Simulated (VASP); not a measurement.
## Band gap of MgS (Niningerite) at several levels of theory

Aim: the gap of MgS (Niningerite) on one structure at many levels of theory. The starting structure is a measured crystal structure from the Crystallography Open Database. Cell and atoms stay as given. Meshes and data sets differ where the inputs say so.

Main program and level: VASP 6.6.1; Kohn-Sham DFT with plane waves and PAW; LDA, PBE, r2SCAN, TB-mBJ, HSE06, PBE0 and r2SCAN-EpsX.

**1. The structure**

It takes space group Fm-3m (No. 225, cubic). Conventional cell: a = 5.203 Å, b = 5.203 Å, c = 5.203 Å, α = 90.00°, β = 90.00°, γ = 90.00°. Nearest to S lie 6 Mg at 2.60 Å. Nearest to Mg lie 6 S at 2.60 Å. Farther neighbours and most contacts between anions are not listed.

Coordinates:

```cif
data_structure
_symmetry_space_group_name_H-M 'P 1'
_symmetry_Int_Tables_number 1
_cell_length_a 3.6793
_cell_length_b 3.6793
_cell_length_c 3.6793
_cell_angle_alpha 60.000
_cell_angle_beta 60.000
_cell_angle_gamma 60.000
_cell_volume 35.22
loop_
_atom_site_label
_atom_site_type_symbol
_atom_site_fract_x
_atom_site_fract_y
_atom_site_fract_z
_atom_site_occupancy
S1 S 0.50000 0.50000 0.50000 1
Mg2 Mg 0.00000 0.00000 0.00000 1
```

**2. Bands with LDA**

LDA, the lowest rung, knows the local density alone.

INCAR reads:

```
SYSTEM = MgS
PREC = Accurate
ENCUT = 350
EDIFF = 1E-06
NELM = 100
ISMEAR = 0
SIGMA = 0.03
LREAL = .FALSE.
ALGO = Normal
GGA = CA
NBANDS = 16
LORBIT = 11
LWAVE = .FALSE.
LCHARG = .FALSE.
KPAR = 4
LASPH = .TRUE.
```

POSCAR reads:

```
MgS
1.0
    0.0000000000      2.6016500000      2.6016500000
    2.6016500000      0.0000000000      2.6016500000
    2.6016500000      2.6016500000      0.0000000000
S Mg
1 1
Direct
    0.5000000000      0.5000000000      0.5000000000
    0.0000000000      0.0000000000      0.0000000000
```

KPOINTS reads:

```
Automatic mesh
0
Gamma
8 8 8
0 0 0
```

KPOINTS_OPT reads:

```
Line mode
10
Line-mode
Reciprocal
  0.00000000   0.00000000   0.00000000 GAMMA
  0.50000000   0.00000000   0.50000000 X

  0.50000000   0.00000000   0.50000000 X
  0.50000000   0.25000000   0.75000000 W

  0.50000000   0.25000000   0.75000000 W
  0.37500000   0.37500000   0.75000000 K

  0.37500000   0.37500000   0.75000000 K
  0.00000000   0.00000000   0.00000000 GAMMA

  0.00000000   0.00000000   0.00000000 GAMMA
  0.50000000   0.50000000   0.50000000 L

  0.50000000   0.50000000   0.50000000 L
  0.62500000   0.25000000   0.62500000 U

  0.62500000   0.25000000   0.62500000 U
  0.50000000   0.25000000   0.75000000 W

  0.50000000   0.25000000   0.75000000 W
  0.50000000   0.50000000   0.50000000 L

  0.50000000   0.50000000   0.50000000 L
  0.37500000   0.37500000   0.75000000 K

  0.62500000   0.25000000   0.62500000 U
  0.50000000   0.00000000   0.50000000 X
```

Potentials, in the order of the species: S and Mg (LDA family, release 64).

Launch:

```bash
$ mpirun -np 4 vasp_std
```

The log of the run:

```text
[banner, memory and clock lines left out]
running    4 mpi-ranks, on    1 nodes
 distrk:  each k-point on    1 cores,    4 groups
 distr:  one band on    1 cores,    1 groups

 POSCAR found type information on POSCAR S Mg
 POSCAR found :  2 types and       2 ions
 LDA part: xc-table for (Slater(with rela. corr.)+CA(PZ))
 , standard interpolation
 POSCAR, INCAR and KPOINTS ok, starting setup
 FFT: planning ... GRIDC
 FFT: planning ... GRID_SOFT
 FFT: planning ... GRID
 WAVECAR not read
 entering main loop
       N       E                     dE             d eps       ncg     rms          rms(c)
DAV:   1     0.114354849093E+02    0.11435E+02   -0.25977E+03  1016   0.285E+02
DAV:   2    -0.931710536888E+01   -0.20753E+02   -0.19985E+02  1256   0.706E+01
DAV:   3    -0.100050698960E+02   -0.68796E+00   -0.68737E+00  1128   0.118E+01
DAV:   4    -0.100080145413E+02   -0.29446E-02   -0.29446E-02  1288   0.909E-01
DAV:   5    -0.100080360424E+02   -0.21501E-04   -0.21501E-04  1080   0.721E-02    0.438E+00
DAV:   6    -0.962478244778E+01    0.38325E+00   -0.64728E-01  1160   0.242E+00    0.339E+00
DAV:   7    -0.957650638624E+01    0.48276E-01   -0.15351E-01  1176   0.129E+00    0.211E+00
DAV:   8    -0.957132271156E+01    0.51837E-02   -0.11800E-02  1048   0.445E-01    0.842E-01
DAV:   9    -0.957097454216E+01    0.34817E-03   -0.47389E-04  1176   0.844E-02    0.426E-01
DAV:  10    -0.957093701084E+01    0.37531E-04   -0.79282E-05  1144   0.327E-02    0.144E-01
DAV:  11    -0.957092738835E+01    0.96225E-05   -0.40713E-05  1176   0.209E-02    0.277E-02
DAV:  12    -0.957092736648E+01    0.21872E-07   -0.66019E-07   656   0.402E-03
   1 F= -.95709274E+01 E0= -.95709274E+01  d E =-.176704E-16
 Start KPOINTS_OPT (optional k-point list driver)
k-point batch [1-29\100]
       N       E                     dE             ncg
DAV:   1     0.353274215090E+03   -0.57867E+04      984
DAV:   2    -0.208939592466E+03   -0.56221E+03     1264
DAV:   3    -0.227956469241E+03   -0.19017E+02     1136
DAV:   4    -0.228036978532E+03   -0.80509E-01     1200
DAV:   5    -0.228037554695E+03   -0.57616E-03     1144
DAV:   6    -0.228037560023E+03   -0.53284E-05     1160
DAV:   7    -0.228037560079E+03   -0.55753E-07      960
[...]
k-point batch [88-100\100]
       N       E                     dE             ncg
DAV:   1     0.395471997951E+04   -0.32647E+04      440
DAV:   2     0.369216767752E+04   -0.26255E+03      560
DAV:   3     0.368419254575E+04   -0.79751E+01      512
DAV:   4     0.368415837391E+04   -0.34172E-01      528
DAV:   5     0.368415811761E+04   -0.25629E-03      496
DAV:   6     0.368415811516E+04   -0.24553E-05      560
DAV:   7     0.368415811513E+04   -0.24232E-07      408
```

Run time: 4.2 s. Hardware: 4 MPI ranks of Intel Xeon Platinum 8488C (Sapphire Rapids), shared host; peak memory 0.5 GiB.

Lines that name or quote the potential files are left out of all logs, and their timing lines are given in words.

From OUTCAR (step 2):

```text
ion  position               nearest neighbor table
   1  0.500  0.500  0.500-   2 2.60   2 2.60   2 2.60   2 2.60   2 2.60   2 2.60
   2  0.000  0.000  0.000-   1 2.60   1 2.60   1 2.60   1 2.60   1 2.60   1 2.60

  LATTYP: Found a face centered cubic cell.
 ALAT       =     5.2033000000

 Subroutine GETGRP returns: Found 48 space group operations
 (whereof 48 operations were pure point group operations)

The static configuration has the point symmetry O_h .

 Found     29 irreducible k-points:

   k-points           NKPTS =     29   k-points in BZ     NKDIM =     29   number of bands    NBANDS=     16

   dimension x,y,z NGX =    24 NGY =   24 NGZ =   24
   dimension x,y,z NGXF=    48 NGYF=   48 NGZF=   48

   ENCUT  =  350.0 eV  25.72 Ry    5.07 a.u.   5.61  5.61  5.61*2*pi/ulx,y,z

   NELECT =       8.0000    total number of electrons

 k-points in reciprocal lattice and weights: Automatic mesh
   0.00000000  0.00000000  0.00000000       0.002
   0.12500000  0.00000000  0.00000000       0.016
   0.25000000  0.00000000  0.00000000       0.016
   0.37500000  0.00000000  0.00000000       0.016
   0.50000000  0.00000000  0.00000000       0.008
   0.12500000  0.12500000  0.00000000       0.012
   0.25000000  0.12500000  0.00000000       0.047
   0.37500000  0.12500000  0.00000000       0.047
   0.50000000  0.12500000  0.00000000       0.047
[...]
-0.37500000  0.50000000  0.12500000       0.023
  -0.25000000  0.50000000  0.25000000       0.012

 average (electrostatic) potential at core
       1 -86.7287       2 -36.9690

 E-fermi :   3.7439

 k-point     1 :       0.0000    0.0000    0.0000
  band No.  band energies     occupation
      1      -9.0594      2.00000
      2       3.5814      2.00000
      3       3.5814      2.00000
      4       3.5814      2.00000
      5       7.0729      0.00000
      6      11.4195      0.00000
      7      11.4195      0.00000
      8      11.4195      0.00000
      9      13.8503      0.00000
    ...

 k-point     2 :       0.1250    0.0000    0.0000
  band No.  band energies     occupation
      1      -8.9060      2.00000
      2       2.5035      2.00000
      3       3.4792      2.00000
      4       3.4792      2.00000
      5       7.8934      0.00000
      6      11.0924      0.00000
      7      11.6653      0.00000
      8      11.6653      0.00000
      9      13.1670      0.00000
    ...

 k-point     3 :       0.2500    0.0000    0.0000
  band No.  band energies     occupation
      1      -8.4903      2.00000
      2       0.7214      2.00000
      3       3.2571      2.00000
      4       3.2571      2.00000
      5       8.3565      0.00000
      6      11.2537      0.00000
      7      11.2537      0.00000
      8      11.7278      0.00000
      9      13.7530      0.00000
    ...

  Total       -0.8418620     -0.8418620     -0.8418620     -0.0000000      0.0000000     -0.0000000
  in kB      -38.2978940    -38.2978940    -38.2978940     -0.0000000      0.0000000     -0.0000000
  external PRESSURE =     -38.2978940 kB  Pullay stress =       0.0000000 kB

  energy-cutoff  :      350.00
  volume of cell :       35.22
      direct lattice vectors                 reciprocal lattice vectors
     0.000000000  2.601650000  2.601650000    -0.192185728  0.192185728  0.192185728
     2.601650000  0.000000000  2.601650000     0.192185728 -0.192185728  0.192185728
     2.601650000  2.601650000  0.000000000     0.192185728  0.192185728 -0.192185728

 POSITION                                       TOTAL-FORCE (eV/Angst)
 -----------------------------------------------------------------------------------
      2.60165      2.60165      2.60165        -0.000000      0.000000      0.000000
      0.00000      0.00000      0.00000         0.000000     -0.000000     -0.000000
 -----------------------------------------------------------------------------------
    total drift:                               -0.000000     -0.000000      0.000000

  FREE ENERGIE OF THE ION-ELECTRON SYSTEM (eV)
  ---------------------------------------------------
  free  energy   TOTEN  =        -9.5709273665 eV

  energy  without entropy=       -9.5709273665  energy(sigma->0) =       -9.57092737

 total charge
# of ion       s       p       d       tot
------------------------------------------
    1        1.314   2.482   0.000   3.796
    2        0.144   0.135   0.040   0.319
--------------------------------------------------
tot          1.457   2.617   0.040   4.114

[... 3 further parts left out ...]
```

At this level the cell is under a tension of 3.8 GPa, so at these settings it is away from equilibrium.

LDA gives a least gap of 2.558 eV, and a least direct gap of 3.491 eV.

**3. Bands with PBE**

PBE, the usual starting point, adds the gradient of the density.

Edit INCAR of step 2 so:

```diff
@@ -9,3 +9,3 @@
 ALGO = Normal
-GGA = CA
+GGA = PE
 NBANDS = 16
```

POSCAR is that of step 2.

KPOINTS is that of step 2.

KPOINTS_OPT is that of step 2.

Potentials, in the order of the species: S and Mg (PBE family, release 64).

Launch:

```bash
$ mpirun -np 4 vasp_std
```

The log of the run:

```text
[banner, memory and clock lines left out]
running    4 mpi-ranks, on    1 nodes
[...]
LDA part: xc-table for (Slater+PW92), standard interpolation
 POSCAR, INCAR and KPOINTS ok, starting setup
[...]
entering main loop
       N       E                     dE             d eps       ncg     rms          rms(c)
DAV:   1     0.129672174337E+02    0.12967E+02   -0.25789E+03  1016   0.284E+02
DAV:   2    -0.819841583401E+01   -0.21166E+02   -0.20382E+02  1256   0.712E+01
DAV:   3    -0.890320605816E+01   -0.70479E+00   -0.70417E+00  1136   0.120E+01
DAV:   4    -0.890639435763E+01   -0.31883E-02   -0.31882E-02  1256   0.946E-01
[...]
DAV:  10    -0.850141195654E+01   -0.65064E-05   -0.22613E-04  1192   0.549E-02    0.567E-02
DAV:  11    -0.850141036545E+01    0.15911E-05   -0.13847E-05  1096   0.142E-02    0.163E-02
DAV:  12    -0.850141046438E+01   -0.98925E-07   -0.47257E-07   880   0.320E-03
   1 F= -.85014105E+01 E0= -.85014105E+01  d E =-.976916E-23
 Start KPOINTS_OPT (optional k-point list driver)
k-point batch [1-29\100]
       N       E                     dE             ncg
DAV:   1     0.397416024221E+03   -0.57425E+04      992
DAV:   2    -0.171553948857E+03   -0.56897E+03     1256
DAV:   3    -0.190611128796E+03   -0.19057E+02     1144
DAV:   4    -0.190698729524E+03   -0.87601E-01     1176
DAV:   5    -0.190699450499E+03   -0.72098E-03     1160
DAV:   6    -0.190699457950E+03   -0.74512E-05     1192
DAV:   7    -0.190699458035E+03   -0.85002E-07      952
[...]
k-point batch [88-100\100]
       N       E                     dE             ncg
DAV:   1     0.397649165309E+04   -0.32429E+04      440
DAV:   2     0.370913383709E+04   -0.26736E+03      560
DAV:   3     0.370100902793E+04   -0.81248E+01      496
DAV:   4     0.370097180924E+04   -0.37219E-01      536
DAV:   5     0.370097148617E+04   -0.32307E-03      488
DAV:   6     0.370097148268E+04   -0.34914E-05      576
DAV:   7     0.370097148264E+04   -0.37483E-07      392
```

Elapsed: 5 s, on 4 MPI ranks; peak memory 0.53 GiB; 16 s of CPU time.

OUTCAR, selected parts (step 3):

```text
  Total        0.1957547      0.1957547      0.1957547     -0.0000000     -0.0000000     -0.0000000
  in kB        8.9052506      8.9052506      8.9052506     -0.0000000     -0.0000000     -0.0000000
  external PRESSURE =       8.9052506 kB  Pullay stress =       0.0000000 kB

 POSITION                                       TOTAL-FORCE (eV/Angst)
 -----------------------------------------------------------------------------------
      2.60165      2.60165      2.60165         0.000000      0.000000      0.000000
      0.00000      0.00000      0.00000        -0.000000     -0.000000     -0.000000
 -----------------------------------------------------------------------------------
    total drift:                               -0.000000     -0.000000      0.000000

  FREE ENERGIE OF THE ION-ELECTRON SYSTEM (eV)
  ---------------------------------------------------
  free  energy   TOTEN  =        -8.5014104644 eV

  energy  without entropy=       -8.5014104644  energy(sigma->0) =       -8.50141046

[... 2 parts as in an earlier step ...]

[... 1 further part left out ...]
[key lines of the parts left out:]
E-fermi :   3.9245
```

PBE gives a least gap of 2.776 eV, and a least direct gap of 3.710 eV. The least gap is +0.218 eV from that of LDA.

**4. Bands with r2SCAN**

r2SCAN adds the kinetic-energy density, costs more than a GGA and is run with LASPH.

Edit INCAR of step 3 so:

```diff
@@ -9,3 +9,4 @@
 ALGO = Normal
-GGA = PE
+METAGGA = R2SCAN
+LASPH = .TRUE.
 NBANDS = 16
@@ -15,2 +16 @@
 KPAR = 4
-LASPH = .TRUE.
```

POSCAR is that of step 3.

KPOINTS is that of step 3.

KPOINTS_OPT is that of step 3.

Launch:

```bash
$ mpirun -np 4 vasp_std
```

The log of the run:

```text
[banner, memory and clock lines left out]
running    4 mpi-ranks, on    1 nodes
[...]
|                                                                             |
|               ----> ADVICE to this user running VASP <----                  |
|                                                                             |
|     You enforced a specific xc type in the INCAR file but a different       |
|     [... a line on the potential file left out ...]
|     I HOPE YOU KNOW WHAT YOU ARE DOING!                                     |
|                                                                             |

 LDA part: xc-table for (None), standard interpolation
 POSCAR, INCAR and KPOINTS ok, starting setup
[...]
entering main loop
       N       E                     dE             d eps       ncg     rms          rms(c)
DAV:   1     0.565165636895E+01    0.56517E+01   -0.26541E+03  1016   0.293E+02
DAV:   2    -0.163629267565E+02   -0.22015E+02   -0.21184E+02  1256   0.740E+01
[...]
DAV:  10    -0.155093681342E+02   -0.26279E-04   -0.23411E-05  1168   0.251E-02    0.869E-02
DAV:  11    -0.155093768211E+02   -0.86869E-05   -0.94961E-06  1208   0.111E-02    0.412E-03
DAV:  12    -0.155093761383E+02    0.68277E-06   -0.32958E-07   672   0.289E-03
   1 F= -.15509376E+02 E0= -.15509376E+02  d E =-.194191E-33
 Start KPOINTS_OPT (optional k-point list driver)
k-point batch [1-29\100]
       N       E                     dE             ncg
DAV:   1     0.333177943702E+03   -0.58067E+04     1000
DAV:   2    -0.258997179301E+03   -0.59218E+03     1256
DAV:   3    -0.278329353913E+03   -0.19332E+02     1160
DAV:   4    -0.278425072982E+03   -0.95719E-01     1200
DAV:   5    -0.278425954086E+03   -0.88110E-03     1176
DAV:   6    -0.278425964099E+03   -0.10013E-04     1192
DAV:   7    -0.278425964214E+03   -0.11474E-06      968
[...]
k-point batch [88-100\100]
       N       E                     dE             ncg
DAV:   1     0.394842455179E+04   -0.32710E+04      440
DAV:   2     0.366906970667E+04   -0.27935E+03      560
DAV:   3     0.366074646576E+04   -0.83232E+01      496
DAV:   4     0.366070554330E+04   -0.40922E-01      552
DAV:   5     0.366070515076E+04   -0.39254E-03      480
DAV:   6     0.366070514614E+04   -0.46208E-05      576
DAV:   7     0.366070514609E+04   -0.52852E-07      384
```

Run time: 15 s. Hardware: 4 MPI ranks; peak memory 0.55 GiB.

OUTCAR, selected parts (step 4):

```text
  Total       -0.1000693     -0.1000693     -0.1000693      0.0000000     -0.0000000     -0.0000000
  in kB       -4.5523395     -4.5523395     -4.5523395      0.0000000     -0.0000000     -0.0000000
  external PRESSURE =      -4.5523395 kB  Pullay stress =       0.0000000 kB

 POSITION                                       TOTAL-FORCE (eV/Angst)
 -----------------------------------------------------------------------------------
      2.60165      2.60165      2.60165         0.000000     -0.000000      0.000000
      0.00000      0.00000      0.00000        -0.000000      0.000000     -0.000000
 -----------------------------------------------------------------------------------
    total drift:                               -0.000000     -0.000000      0.000000

  FREE ENERGIE OF THE ION-ELECTRON SYSTEM (eV)
  ---------------------------------------------------
  free  energy   TOTEN  =       -15.5093761383 eV

  energy  without entropy=      -15.5093761383  energy(sigma->0) =      -15.50937614

[... 2 parts as in an earlier step ...]

[... 1 further part left out ...]
[key lines of the parts left out:]
E-fermi :   3.7413
```

r2SCAN gives a least gap of 3.434 eV, and a least direct gap of 4.616 eV. The least gap is +0.876 eV from that of LDA.

**5. Bands with TB-mBJ**

TB-mBJ is a local potential fitted to gaps: it costs far less than a hybrid but gives no energy. Its energies, forces and stress mean nothing.

Edit INCAR of step 4 so:

```diff
@@ -4,3 +4,3 @@
 EDIFF = 1E-06
-NELM = 100
+NELM = 150
 ISMEAR = 0
@@ -9,3 +9,3 @@
 ALGO = Normal
-METAGGA = R2SCAN
+METAGGA = MBJ
 LASPH = .TRUE.
```

POSCAR is that of step 4.

KPOINTS is that of step 4.

KPOINTS_OPT is that of step 4.

Launch:

```bash
$ mpirun -np 4 vasp_std
```

The log of the run:

```text
[banner, memory and clock lines left out]
running    4 mpi-ranks, on    1 nodes
[...]
[... a notice as in an earlier step ...]

 LDA part: xc-table for (None), standard interpolation
 POSCAR, INCAR and KPOINTS ok, starting setup
[...]
entering main loop
       N       E                     dE             d eps       ncg     rms          rms(c)
DAV:   1     0.712598630257E+02    0.71260E+02   -0.25936E+03  1008   0.286E+02
DAV:   2     0.500330478204E+02   -0.21227E+02   -0.20400E+02  1248   0.713E+01
DAV:   3     0.493598910210E+02   -0.67316E+00   -0.67260E+00  1136   0.117E+01
DAV:   4     0.493576399395E+02   -0.22511E-02   -0.22510E-02  1232   0.796E-01
[...]
DAV:  42     0.517153099424E+02   -0.29462E-05   -0.99134E-11   488   0.430E-05    0.338E-04
DAV:  43     0.517152928686E+02   -0.17074E-04   -0.10332E-10   488   0.419E-05    0.109E-05
DAV:  44     0.517152920645E+02   -0.80410E-06   -0.12440E-10   472   0.461E-05
   1 F= 0.51715292E+02 E0= 0.51715292E+02  d E =-.637176E-24
 Start KPOINTS_OPT (optional k-point list driver)
k-point batch [1-29\100]
       N       E                     dE             ncg
DAV:   1     0.362993318687E+03   -0.57769E+04     1000
DAV:   2    -0.208308238302E+03   -0.57130E+03     1256
DAV:   3    -0.225139516119E+03   -0.16831E+02     1160
DAV:   4    -0.225202666987E+03   -0.63151E-01     1200
DAV:   5    -0.225203176226E+03   -0.50924E-03     1184
DAV:   6    -0.225203181507E+03   -0.52808E-05     1176
DAV:   7    -0.225203181565E+03   -0.58145E-07      960
[...]
k-point batch [88-100\100]
       N       E                     dE             ncg
DAV:   1     0.396257297905E+04   -0.32569E+04      440
DAV:   2     0.369334236617E+04   -0.26923E+03      552
DAV:   3     0.368619211103E+04   -0.71503E+01      496
DAV:   4     0.368616608032E+04   -0.26031E-01      528
DAV:   5     0.368616584977E+04   -0.23055E-03      504
DAV:   6     0.368616584716E+04   -0.26130E-05      528
DAV:   7     0.368616584713E+04   -0.26861E-07      408
```

Elapsed: 18 s, on 4 MPI ranks; peak memory 0.54 GiB; 65 s of CPU time.

From OUTCAR (step 5):

```text
  Total       22.7809276     22.7809276     22.7809276      0.0000000      0.0000000      0.0000000
  in kB     1036.3474379   1036.3474379   1036.3474379      0.0000000      0.0000000      0.0000000
  external PRESSURE =    1036.3474379 kB  Pullay stress =       0.0000000 kB

  FREE ENERGIE OF THE ION-ELECTRON SYSTEM (eV)
  ---------------------------------------------------
  free  energy   TOTEN  =        51.7152920645 eV

  energy  without entropy=       51.7152920645  energy(sigma->0) =       51.71529206

[... 3 parts as in an earlier step ...]

[... 1 further part left out ...]
[key lines of the parts left out:]
E-fermi :   3.6214
```

TB-mBJ gives a least gap of 3.987 eV, and a least direct gap of 5.070 eV. The least gap is +1.428 eV from that of LDA.

[end of part 1 of 2]

[Lines on the potential files, build, host, timing and source positions are cut from VASP's logs without a mark.]

[Logs are printed without paths, hosts, clocks, repeated set-up lines and the standing remarks that a program may print on its own settings, such as how far it seeks lower states.]

[Hosts, paths, dates, database ids (printed as entryN), source tags and the programs' standing remarks are cut or masked in the printed files.]
